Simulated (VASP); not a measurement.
Consider the following.

```
CELL_PARAMETERS angstrom
      4.18793     0.00000     0.00000
     -2.09396     3.62685     0.00000
      0.00000     0.00000     4.80923
ATOMIC_POSITIONS crystal
  Mo 0.33333 0.66667 0.93749
  Mo 0.66667 0.33333 0.43749
  Si 0.33333 0.66667 0.43751
  Si 0.66667 0.33333 0.93751
```

Calculation: PBEsol GGA, VASP's PBE PAW potentials (set 64) (plane waves; VASP). Settings: 400 eV cut-off, 10×10×7 Γ-centred mesh, tetrahedra with Blöchl corrections, potentials Mo_sv Si.

The cores are frozen, which limits the accuracy of field gradients.

Task: Give the principal components of the electric field gradient (V/Å²) and the asymmetry η at each nucleus.

Result: 
| atom | Vxx | Vyy | Vzz | η |
|---|---|---|---|---|
| Mo1 | 39.1 | 39.1 | -78.1 | 0.00 |
| Mo2 | 39.1 | 39.1 | -78.1 | 0.00 |
| Si3 | 1.7 | 1.7 | -3.5 | 0.00 |
| Si4 | 1.7 | 1.7 | -3.5 | 0.00 |

The structure was generated: MoSi was put into the wurtzite type (P6_3mc), which need not be its known phase. It was relaxed first, which changed the volume by -36 %. The relaxed cell has space group P6_3/mmc.
